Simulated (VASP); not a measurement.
Consider the following.

```
CELL_PARAMETERS angstrom
      0.00000     3.27000     3.27000
      3.27000     0.00000     3.27000
      3.27000     3.27000     0.00000
ATOMIC_POSITIONS crystal
  Na 0.25000 0.25000 0.25000
  Na 0.75000 0.75000 0.75000
  S  0.00000 0.00000 0.00000
```

All values below come from LDA (Ceperley-Alder, Perdew-Zunger), VASP's LDA PAW potentials (set 64) (plane waves; VASP 6.6.1). Run with 300 eV cut-off, 9×9×9 Γ-centred mesh, Fermi-Dirac smearing of 0.020 eV, potentials Na_pv S.

Problem. Give the energies of bands 8 to 13 at the high-symmetry points, in eV from the valence-band maximum.

Solution. 
```tsv
band	Γ	X	U	L	W
8	0.00	-1.53	-1.28	-1.71	-1.06
9	0.00	-0.48	-0.97	-0.14	-1.06
10	0.00	-0.48	-0.36	-0.14	-0.61
11	2.25	3.65	4.36	4.55	4.64
12	7.53	5.78	6.21	6.28	7.01
13	7.53	8.24	7.66	6.96	7.01
```

The gap is direct, 2.25 eV, from the valence maximum at Γ to the conduction minimum at Γ.

The structure is a typed Na2S crystal. The cell was not relaxed at this level.
